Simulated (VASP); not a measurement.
# What goes wrong when the gap of Al2O3 (Corundum) is computed with a bad input, part 2 of 2

Aim: see how common mistakes in a band-structure run show up, on Al2O3 (Corundum). The starting structure is a measured crystal structure from the Crystallography Open Database. Cell and atoms stay as given unless a step says otherwise.

VASP 6.6.1.

Results so far: reference 6.208 eV.

### 4. Bands with a fixed density without a density file

Level of this step: LDA; plane waves and PAW (Al, O) (VASP).

A slip made on purpose: a fixed density without a density file. Against step 2 the input has ICHARG = 11 (also changed: NELM).

INCAR reads:

```
SYSTEM = Al2O3
PREC = Accurate
ENCUT = 460
EDIFF = 1E-06
NELM = 60
ISMEAR = 0
SIGMA = 0.03
LREAL = .FALSE.
ALGO = Normal
GGA = CA
NBANDS = 48
LORBIT = 11
LWAVE = .FALSE.
LCHARG = .FALSE.
KPAR = 8
ICHARG = 11
```

POSCAR reads:

```
Al2O3
1.0
    2.3794853470      1.3737965056      4.3321625829
   -2.3794853470      1.3737965056      4.3321625829
    0.0000000000     -2.7475930112      4.3321625829
Al O
4 6
Direct
    0.1500000000      0.1500000000      0.1500000000
    0.3500000000      0.3500000000      0.3500000000
    0.8500000000      0.8500000000      0.8500000000
    0.6500000000      0.6500000000      0.6500000000
    0.9500000000      0.2500000000      0.5500000000
    0.5500000000      0.9500000000      0.2500000000
    0.2500000000      0.5500000000      0.9500000000
    0.0500000000      0.7500000000      0.4500000000
    0.4500000000      0.0500000000      0.7500000000
    0.7500000000      0.4500000000      0.0500000000
```

KPOINTS reads:

```
Automatic mesh
0
Gamma
6 6 6
0 0 0
```

KPOINTS_OPT reads:

```
Line mode
8
Line-mode
Reciprocal
  0.00000000   0.00000000   0.00000000 GAMMA
  0.50000000   0.00000000   0.00000000 L

  0.50000000   0.00000000   0.00000000 L
  0.50000000   0.23370822  -0.23370822 B1

  0.76629178   0.50000000   0.23370822 B
  0.50000000   0.50000000   0.50000000 Z

  0.50000000   0.50000000   0.50000000 Z
  0.00000000   0.00000000   0.00000000 GAMMA

  0.00000000   0.00000000   0.00000000 GAMMA
  0.36685411   0.00000000  -0.36685411 X

  0.63314589   0.36685411   0.00000000 Q
  0.50000000   0.50000000   0.00000000 F

  0.50000000   0.50000000   0.00000000 F
  0.63314589   0.63314589   0.23370822 P1

  0.63314589   0.63314589   0.23370822 P1
  0.50000000   0.50000000   0.50000000 Z

  0.50000000   0.00000000   0.00000000 L
  0.76629178   0.36685411   0.36685411 P
```

Potentials, in the order of the species: Al and O (LDA family, release 64).

Launch:

```
$ mpirun -np 8 vasp_std
```

The log of the run:

```text
[banner, memory and clock lines left out]
running    8 mpi-ranks, on    1 nodes
[...]
|                                                                             |
|           W    W    AA    RRRRR   N    N  II  N    N   GGGG   !!!           |
|           W    W   A  A   R    R  NN   N  II  NN   N  G    G  !!!           |
|           W    W  A    A  R    R  N N  N  II  N N  N  G       !!!           |
|           W WW W  AAAAAA  RRRRR   N  N N  II  N  N N  G  GGG   !            |
|           WW  WW  A    A  R   R   N   NN  II  N   NN  G    G                |
|           W    W  A    A  R    R  N    N  II  N    N   GGGG   !!!           |
|                                                                             |
|     For optimal performance we recommend to set                             |
|       NCORE = 2 up to number-of-cores-per-socket                            |
|     NCORE specifies how many cores store one orbital (NPAR=cpu/NCORE).      |
|     This setting can greatly improve the performance of VASP for DFT.       |
[...]
LDA part: xc-table for (Slater(with rela. corr.)+CA(PZ))
 , standard interpolation
 POSCAR, INCAR and KPOINTS ok, starting setup
[...]
WARNING: CHGCAR is incomplete
|                                                                             |
|     EEEEEEE  RRRRRR   RRRRRR   OOOOOOO  RRRRRR      ###     ###     ###     |
|     E        R     R  R     R  O     O  R     R     ###     ###     ###     |
|     E        R     R  R     R  O     O  R     R     ###     ###     ###     |
|     EEEEE    RRRRRR   RRRRRR   O     O  RRRRRR       #       #       #      |
|     E        R   R    R   R    O     O  R   R                               |
|     E        R    R   R    R   O     O  R    R      ###     ###     ###     |
|     EEEEEEE  R     R  R     R  OOOOOOO  R     R     ###     ###     ###     |
|                                                                             |
|     ERROR: charge density could not be read from file CHGCAR for            |
|     ICHARG>10                                                               |
|                                                                             |
|       ---->  I REFUSE TO CONTINUE WITH THIS SICK JOB ... BYE!!! <----       |
|                                                                             |

1
1
1
1
1
1
1
1
```

It took 7.4 s on 8 MPI ranks of AMD EPYC 7R43, shared host.

VASP stopped with this message: “ERROR: charge density could not be read from file CHGCAR for ICHARG>10”.

### 5. Bands with a hybrid's name typed into the meta-GGA tag

A slip made on purpose: a hybrid's name typed into the meta-GGA tag. Against step 2 the input has METAGGA = HSE06 and no GGA (also changed: NELM).

INCAR, as its differences from that of step 4:

```diff
@@ -9,3 +9,2 @@
 ALGO = Normal
-GGA = CA
 NBANDS = 48
@@ -15,2 +14,2 @@
 KPAR = 8
-ICHARG = 11
+METAGGA = HSE06
```

POSCAR is that of step 4.

KPOINTS is that of step 4.

KPOINTS_OPT is that of step 4.

Launch:

```
$ mpirun -np 8 vasp_std
```

The log of the run:

```text
 -----------------------------------------------------------------------------
|                                                                             |
|     EEEEEEE  RRRRRR   RRRRRR   OOOOOOO  RRRRRR      ###     ###     ###     |
|     E        R     R  R     R  O     O  R     R     ###     ###     ###     |
|     E        R     R  R     R  O     O  R     R     ###     ###     ###     |
|     EEEEE    RRRRRR   RRRRRR   O     O  RRRRRR       #       #       #      |
|     E        R   R    R   R    O     O  R   R                               |
|     E        R    R   R    R   O     O  R    R      ###     ###     ###     |
|     EEEEEEE  R     R  R     R  OOOOOOO  R     R     ###     ###     ###     |
|                                                                             |
|     Error: One of the selected functionals does not exist.                  |
|                                                                             |
|       ---->  I REFUSE TO CONTINUE WITH THIS SICK JOB ... BYE!!! <----       |
|                                                                             |
 -----------------------------------------------------------------------------

1
1
1
1
1
1
1
1

[... 2 parts as in an earlier step ...]
```

The job ended after 6.8 s (8 MPI ranks).

VASP stopped with this message: “Error: One of the selected functionals does not exist”.

### 6. Bands with a wide metal-type smearing

A slip made on purpose: a wide metal-type smearing. Against step 2 the input has ISMEAR = 1 and SIGMA = 1 (also changed: NELM).

INCAR reads:

```
SYSTEM = Al2O3
PREC = Accurate
ENCUT = 460
EDIFF = 1E-06
NELM = 60
ISMEAR = 1
SIGMA = 1
LREAL = .FALSE.
ALGO = Normal
GGA = CA
NBANDS = 48
LORBIT = 11
LWAVE = .FALSE.
LCHARG = .FALSE.
KPAR = 8
```

POSCAR is that of step 5.

KPOINTS is that of step 5.

KPOINTS_OPT is that of step 5.

Launch:

```
$ mpirun -np 8 vasp_std
```

The log of the run:

```text
[... set-up lines as in an earlier step ...]
 entering main loop
       N       E                     dE             d eps       ncg     rms          rms(c)
DAV:   1     0.156114629117E+03    0.15611E+03   -0.22275E+04  3072   0.864E+02
DAV:   2    -0.816483285523E+02   -0.23776E+03   -0.22980E+03  3720   0.223E+02
DAV:   3    -0.911463367447E+02   -0.94980E+01   -0.94400E+01  3736   0.408E+01
DAV:   4    -0.912005570107E+02   -0.54220E-01   -0.54215E-01  3472   0.355E+00
[...]
DAV:  10    -0.828120051753E+02   -0.91341E-04   -0.44407E-04  3408   0.101E-01    0.803E-02
DAV:  11    -0.828119928563E+02    0.12319E-04   -0.85632E-05  3560   0.484E-02    0.274E-02
DAV:  12    -0.828119925626E+02    0.29367E-06   -0.38889E-06  3528   0.111E-02
   1 F= -.82811993E+02 E0= -.82958853E+02  d E =0.440582E+00
 Start KPOINTS_OPT (optional k-point list driver)
k-point batch [1-32\72]
       N       E                     dE             ncg
DAV:   1     0.671937975583E+04   -0.22195E+05     3072
DAV:   2    -0.467812268097E+03   -0.71872E+04     3704
DAV:   3    -0.772570992254E+03   -0.30476E+03     3800
DAV:   4    -0.774454070596E+03   -0.18831E+01     3560
DAV:   5    -0.774473808471E+03   -0.19738E-01     3704
DAV:   6    -0.774474160585E+03   -0.35211E-03     3608
DAV:   7    -0.774474167927E+03   -0.73412E-05     3344
DAV:   8    -0.774474168210E+03   -0.28369E-06     2600
[...]
k-point batch [65-72\72]
       N       E                     dE             ncg
DAV:   1     0.322849801807E+05   -0.82621E+04      768
DAV:   2     0.304461602411E+05   -0.18388E+04      944
DAV:   3     0.303666466628E+05   -0.79514E+02      920
DAV:   4     0.303661632372E+05   -0.48343E+00      896
DAV:   5     0.303661582701E+05   -0.49671E-02      920
DAV:   6     0.303661581815E+05   -0.88518E-04      912
DAV:   7     0.303661581797E+05   -0.18346E-05      824
DAV:   8     0.303661581796E+05   -0.76627E-07      616
```

Wall time 36 s (8 MPI ranks); peak memory 2 GiB; 4.6 min of CPU time.

From OUTCAR (step 6):

```text
  Total       -2.7093223     -2.7093223     -2.1917354      0.0000000     -0.0000000      0.0000000
  in kB      -51.0869302    -51.0869302    -41.3273214      0.0000000     -0.0000000      0.0000000
  external PRESSURE =     -47.8337273 kB  Pullay stress =       0.0000000 kB

 POSITION                                       TOTAL-FORCE (eV/Angst)
 -----------------------------------------------------------------------------------
      0.00000      0.00000      1.94947        -0.000000      0.000000     -0.584129
      0.00000      0.00000      4.54877        -0.000000      0.000000      0.584129
      0.00000      0.00000     11.04701        -0.000000      0.000000      0.584129
      0.00000      0.00000      8.44772        -0.000000      0.000000     -0.584129
      1.66564      0.13738      7.58128        -0.371636     -0.643693      0.000000
     -0.95179      1.37380      7.58128         0.743273      0.000000     -0.000000
     -0.71385     -1.51118      7.58128        -0.371636      0.643693      0.000000
     -1.66564     -0.13738      5.41520         0.371636      0.643693      0.000000
      0.95179     -1.37380      5.41520        -0.743273      0.000000     -0.000000
      0.71385      1.51118      5.41520         0.371636     -0.643693      0.000000
 -----------------------------------------------------------------------------------
    total drift:                                0.000000      0.000000      0.000000

  FREE ENERGIE OF THE ION-ELECTRON SYSTEM (eV)
  ---------------------------------------------------
  free  energy   TOTEN  =       -82.8119925626 eV

  energy  without entropy=      -83.2525749763  energy(sigma->0) =      -82.95885337

[... 2 parts as in an earlier step ...]

[... 1 further part left out ...]
[key lines of the parts left out:]
E-fermi :   6.1177
```

With a wide metal-type smearing the gap is 6.216 eV, +0.008 eV from the reference.

### 7. All runs side by side

| run | ended | gap (eV) | change (eV) | core minutes |
| --- | --- | --- | --- | --- |
| reference | converged | 6.208 | - | 5.2 |
| no empty bands | converged | - | - | 1.39 |
| a fixed density without a density file | stopped by VASP | - | - | 0.987 |
| a hybrid's name typed into the meta-GGA tag | stopped by VASP | - | - | 0.907 |
| a wide metal-type smearing | converged | 6.216 | 0.008 | 4.8 |

Core minutes are wall time times ranks of the run shown, on a shared host.

### 8. Summary of results

```yaml
reference_gap: 6.208 eV
gap_with_a_wide_metal_type_smearing: 6.216 eV
run_with_no_empty_bands: converged
run_with_a_fixed_density_without_a_density_file: stopped by VASP
run_with_a_hybrid_s_name_typed_into_the_meta_gga_tag: stopped by VASP
```

**Reading.** VASP stopped by itself in the runs with a fixed density without a density file and a hybrid's name typed into the meta-GGA tag. The run without empty bands converged, and still can't show a gap. Finished, but with signs in the output that stand out against the reference: a wide metal-type smearing, with the gap changed by +0.01 eV (signs: a large entropy term in the energy). Further runs on this material are not shown.

[Lines on the potential files, build, host, timing and source positions are cut from VASP's logs without a mark.]

[Logs are printed without paths, hosts, clocks, repeated set-up lines and the standing remarks that a program may print on its own settings, such as how far it seeks lower states.]

[Hosts, paths, dates, database ids (printed as entryN), source tags and the programs' standing remarks are cut or masked in the printed files.]
